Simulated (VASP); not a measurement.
Here is the system:

```
CELL_PARAMETERS angstrom
      3.88444     0.00000     0.00000
      0.00000     3.88444     0.00000
      0.00000     0.00000     6.20910
ATOMIC_POSITIONS crystal
  Sn 0.50000 0.00000 0.36969
  Sn 0.00000 0.50000 0.63031
  Ge 0.00000 0.00000 0.00000
  Ge 0.50000 0.50000 0.00000
```

These are PBEsol GGA, VASP's PBE PAW potentials (set 64) (plane waves; VASP) values and carry that method's errors. Run with 400 eV cut-off, 9×9×6 Γ-centred mesh, tetrahedra with Blöchl corrections, potentials Sn_d Ge_d.

The cores are frozen, which limits the accuracy of field gradients.

**Question.** Give the principal components of the electric field gradient (V/Å²) and the asymmetry η at each nucleus.

**Answer.** 
| atom | Vxx | Vyy | Vzz | η |
|---|---|---|---|---|
| Sn1 | -8.8 | -8.8 | 17.5 | 0.00 |
| Sn2 | -8.8 | -8.8 | 17.5 | 0.00 |
| Ge3 | -3.8 | -3.8 | 7.6 | 0.00 |
| Ge4 | -3.8 | -3.8 | 7.6 | 0.00 |

The structure was generated: SnGe was put into the litharge type (P4/nmm), which need not be its known phase. It was relaxed first, which changed the volume by -41 %.
